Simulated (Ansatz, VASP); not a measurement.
# TiTeS: VASP beside Ansatz

Aim: how closely do two programs agree when they are given the same cell, functional and k mesh? The cell is taken from a series of runs on this material, whose earlier steps may have relaxed, scaled, displaced or heated it; both programs get it as it stands.

Program: Ansatz 0.2.0. Level of theory: plane waves, with VASP 6.6.1 beside it; PBEsol. Results are calculated unless marked as measured.

### 1. The starting structure

The cell holds 3 atoms: 1 Ti, 1 S and 1 Te. Its edges and angles: a = 3.661 Å, b = 3.556 Å, c = 30.000 Å, α = 90.0°, β = 90.0°, γ = 121.0°. Vacuum lies along c.

### 2. Ansatz: zone-centre phonons, PBEsol

Ansatz runs on its PAW soft_1 files.

Second derivatives magnify differences that forces hide, and they need a tight electronic threshold.

input.yaml reads:

```yaml
crystal:
  lattice:
    - [3.6614404801, 0.0, 0.0]
    - [-1.83072024, 3.0489427598, 0.0]
    - [0.0, 0.0, 30.0]
  atoms:
    - { symbol: Ti, position: [-0.0013988866, -0.0027977733, 0.339814104] }
    - { symbol: S, position: [0.3372427165, 0.6744854329, 0.3793032529] }
    - { symbol: Te, position: [0.6641561701, 0.3283123403, 0.27754931] }
  periodic: [true, true, false]
kpoints:
  mp_grid: { grid: [15, 15, 1] }
hamiltonian:
  xc: pbesol
  pseudopotentials: { kind: paw, azcp: { folder: soft_1 }, xc_functional: pbe }
scf:
  occupations: { method: methfessel_paxton, width: 0.2 }
output:
  eigenvalues: true
phonons:
  method: dfpt
```

Launch:

```sh
ansatz run input.yaml --threads 4 --pin off --max-ram 16384MiB --backend cpu --events-out ev --progress --plain --runs-dir out
```

Numbers of over 12 decimals in the logs are rounded to 6 here.

The program printed:

```text
zone centre: on kpoints.mp_grid the ground state, and the responses unless they are solved on pairs of k-points, stand on 64 of the mesh's 225 k-points, reduced under 2 symmetry operations, with k and −k counted as one. Each operation leaves every solved displacement unchanged or reverses it
Engine: ansatz 0.2.0, aarch64-unknown-linux-gnu
Pseudopotentials: kind: paw
Pseudopotential: Ti, paw, valence charge 12, recommended cutoff 420 eV (normal), soft_1/Ti.paw.azcp
Pseudopotential: S, paw, valence charge 6, recommended cutoff 420 eV (normal), soft_1/S.paw.azcp
Pseudopotential: Te, paw, valence charge 16, recommended cutoff 420 eV (normal), soft_1/Te.paw.azcp
Functional definition: PBEsol
  exchange = pbesol_x
  correlation = pbesol_c
Crystal: 3 atoms, lattice volume = 334.906 Å³
Basis set: ecut = 420 eV, 6473 PW (Γ), exchange–correlation on 60×60×432 points (8 copies of the dense FFT grid, shifted against one another)
Bands: 21, of which v1, the nominal top of the filled ones, is band 17 counted from 1 (16 counted from 0)
Symmetry: 2 space group operations
k-points: 64 of 225 (time reversal used)
Non-local potential: Ti, projectors of the file, l = 0: 3, l = 1: 2, l = 2: 3, l = 3: 1
Non-local potential: S, projectors of the file, l = 0: 2, l = 1: 2, l = 2: 1
Non-local potential: Te, projectors of the file, l = 0: 2, l = 1: 2, l = 2: 2, l = 3: 1
PAW form: soft (Blöchl's): semilocal exchange-correlation on the pseudo side does not see the compensation charge
PAW frozen core: Ti, regenerated for the run's functional, and the local potential with it (the file was generated under x = pbe(κ = 0.804, μ = 0.219515), c = pbe(β = 0.066725))
PAW frozen core: S, regenerated for the run's functional, and the local potential with it (the file was generated under x = pbe(κ = 0.804, μ = 0.219515), c = pbe(β = 0.066725))
PAW frozen core: Te, regenerated for the run's functional, and the local potential with it (the file was generated under x = pbe(κ = 0.804, μ = 0.219515), c = pbe(β = 0.066725))
PAW one-centre angular grid: Ti, 590 points (default); XC on 64 Gauss nodes
PAW one-centre angular grid: S, 110 points (default); XC on 64 Gauss nodes
PAW one-centre angular grid: Te, 590 points (default); XC on 64 Gauss nodes
Initial density: superposition of atomic densities (neutral atoms: chi_scale 0, normalization atom)
Initial wavefunctions: pseudopotential atomic-orbital guess
Functional: x = pbesol(κ = 0.804, μ = 0.123457), c = pbesol(β = 0.046)
SCF iter   1: F=—  HF=-10264.098398 eV  |F-HF|=—  |Δ(HF+E_count)|=         —  Δρ=1.98e-2  dr2=2.73e0  ethr=3.10e-3  ⟨swp⟩=14.9  Hψ=11540  notcnv=0
preconditioner: auto → LDOS  [metal: Δε(μ)=0.030 eV  Ē_g=6.987 eV  σ=0.200 eV  W_gap=0.13  n_scr=16 (ndim 8)  ℏωp=8.1 eV  f_vac=0.756  D(μ)=1.14/eV (n_scr^D=6)  β→1.0]
SCF iter   2: F=—  HF=-10264.791866 eV  |F-HF|=—  |Δ(HF+E_count)|=   6.93e-1  S|Δr|=    0.00e0  Δρ=1.95e-2  dr2=1.01e1  ethr=3.10e-3  ⟨swp⟩=4.8  Hψ=4159  notcnv=0  recentre
SCF iter   3: F=—  HF=-10263.542998 eV  |F-HF|=—  |Δ(HF+E_count)|=    1.25e0  S|Δr|=    0.00e0  Δρ=6.19e-3  dr2=8.59e-1  ethr=3.10e-3  ⟨swp⟩=4.6  Hψ=4022  notcnv=0
SCF iter   4: F=—  HF=-10263.469727 eV  |F-HF|=—  |Δ(HF+E_count)|=   7.33e-2  S|Δr|=    0.00e0  Δρ=2.92e-3  dr2=3.82e-2  ethr=2.53e-3  ⟨swp⟩=1.9  Hψ=2086  notcnv=0
SCF iter   5: F=—  HF=-10263.467780 eV  |F-HF|=—  |Δ(HF+E_count)|=   1.95e-3  S|Δr|=    0.00e0  Δρ=7.16e-4  dr2=4.09e-3  ethr=1.12e-4  ⟨swp⟩=3.6  Hψ=3083  notcnv=0
SCF iter   6: F=—  HF=-10263.466991 eV  |F-HF|=—  |Δ(HF+E_count)|=   7.89e-4  S|Δr|=    0.00e0  Δρ=2.63e-4  dr2=2.36e-4  ethr=1.20e-5  ⟨swp⟩=3.2  Hψ=2882  notcnv=0
SCF iter   7: F=—  HF=-10263.467092 eV  |F-HF|=—  |Δ(HF+E_count)|=   1.00e-4  S|Δr|=    0.00e0  Δρ=1.20e-4  dr2=7.62e-5  ethr=6.93e-7  ⟨swp⟩=3.0  Hψ=2836  notcnv=0
SCF iter   8: F=—  HF=-10263.467078 eV  |F-HF|=—  |Δ(HF+E_count)|=   1.34e-5  S|Δr|=    0.00e0  Δρ=5.11e-5  dr2=1.47e-5  ethr=2.24e-7  ⟨swp⟩=2.5  Hψ=2356  notcnv=0
SCF iter   9: F=—  HF=-10263.467079 eV  |F-HF|=—  |Δ(HF+E_count)|=   9.01e-7  S|Δr|=    0.00e0  Δρ=8.92e-6  dr2=8.53e-7  ethr=4.31e-8  ⟨swp⟩=2.8  Hψ=2646  notcnv=0
SCF iter  10: F=—  HF=-10263.467142 eV  |F-HF|=—  |Δ(HF+E_count)|=   6.30e-5  S|Δr|=    0.00e0  Δρ=2.06e-6  dr2=7.66e-8  ethr=2.51e-9  ⟨swp⟩=3.2  Hψ=2439  notcnv=0
SCF iter  11: F=—  HF=-10263.467142 eV  |F-HF|=—  |Δ(HF+E_count)|=   2.68e-8  S|Δr|=    0.00e0  Δρ=7.12e-7  dr2=2.53e-9  ethr=2.25e-10  ⟨swp⟩=3.5  Hψ=2858  notcnv=0
SCF iter  12: F=—  HF=-10263.467142 eV  |F-HF|=—  |Δ(HF+E_count)|=   5.44e-9  S|Δr|=    0.00e0  Δρ=1.95e-7  dr2=1.70e-10  ethr=7.44e-12  ⟨swp⟩=3.8  Hψ=3177  notcnv=0
SCF iter  13: F=-10263.467142 eV  HF=-10263.467142 eV  |F-HF|=2.11e-10  |Δ(HF+E_count)|=   1.54e-9  S|Δr|=    0.00e0  Δρ=4.26e-8  dr2=9.23e-12  ethr=1.00e-12  ⟨swp⟩=13.3  Hψ=12397  notcnv=0
SCF 1 converged in 13 iterations: F = -10263.467142 eV  dr2 = 9.23e-12
  greatest PAW one-centre occupation: 0.998 electrons in one spin orbital (limit 2), on the Ti atom at site 0 (counted from 0), in its partial waves of l = 0
DFPT response loops at Γ: preconditioner auto → none (partly filled bands, converged f_vac=0.764); β = 0.50; Broyden in place of MSR1
SCF converged after 13 iterations
Stability not checked: this state was not tested for a lower state beside it, because cold or Methfessel-Paxton smearing, or corrected tetrahedra, fill the levels in a way that the test cannot read (fill_not_monotonic; see scf.lower_state_search)
Free energy (F): -10263.467142 eV
Harris-Foulkes:  -10263.467142 eV  (|F-HF|=2.11e-10)
Internal energy: -10263.472748 eV  (E = F + TS)
E sigma→0 (E₀):  -10263.468544 eV
Entropy (-TS):   0.005606 eV (1.869 meV/atom)
Fermi energy:    -4.887529 eV
--- Per-component energies (eV) ---
  E_band       = -934.853152
  E_kinetic    = 557.853902
  E_local      = -58882.229892  (includes V_loc(G=0)·N_el)
  E_nonlocal   = 164.589721
  E_hartree    = 29066.535680
  E_xc         = -324.823981
  E_vxc        = -329.469063  (∫ρ·V_xc dr)
  E_paw        = -6202.701284  (= ΣΔE_a)
  E_vpaw       = -578.669173  (= ΣTr[D̂ρ^β])
  E_aug_tail   = 0.000008  (compensation charges beyond the density's cutoff)
  E_ewald      = 25356.726953
  E_core_change = 0.576145  (= ΣΔE_core)
  E_smearing   = 0.005606  (= −TS)
  E_closure    = -0.000000  (closes the sum)
  Σ components = -10263.467142   (vs F -10263.467142, Δ=0.00e0)
--- Band table (eV; the first three rows and the last of 64) ---
  k-point 0: bands = [... 13 lower, -8.0432, -6.9489, -4.8277, -4.6742, -4.1617, -3.8771, -3.8307, -1.4721]
  k-point 1: bands = [... 13 lower, -8.2064, -6.8229, -5.0074, -4.9008, -4.2303, -4.0152, -3.5586, -1.6804]
  k-point 2: bands = [... 13 lower, -8.2265, -6.6146, -5.6351, -5.3233, -4.4114, -3.8080, -3.4649, -2.1697]
  k-point 63: bands = [... 13 lower, -8.3782, -8.1628, -7.1176, -6.7516, -4.5252, -3.8567, -3.7546, -2.5516]
--- Phonons (Γ-DFPT): 9 representative perturbations + reference, on 64 of 225 k-points (Σ response iterations 41) ---
  k mesh reduced under 2 symmetry operations, with k and −k counted as one. Each operation leaves every solved displacement unchanged or reverses it
  ASR residual: 9.028e-5 → 0.000e0 eV/Å²; symmetrization residual: 2.214e-5 eV/Å²
  ASR residual per site (eV/Å²): 1.58e-5 9.03e-5 2.23e-5
  Γ frequencies (cm⁻¹): 0.00 0.00 0.00 116.04 118.30 202.76 254.39 256.58 351.79
  non-analytic LO–TO correction: not included (Born effective charges unavailable; polar crystals: no LO–TO splitting at Γ)
```

(Continued in part 2 of 2.)

[Lines on the potential files, build, host, timing and source positions are cut from VASP's logs without a mark.]

[Logs are printed without paths, hosts, clocks, repeated set-up lines and the standing remarks that a program may print on its own settings, such as how far it seeks lower states.]

[Hosts, paths, dates, database ids (printed as entryN), source tags and the programs' standing remarks are cut or masked in the printed files.]
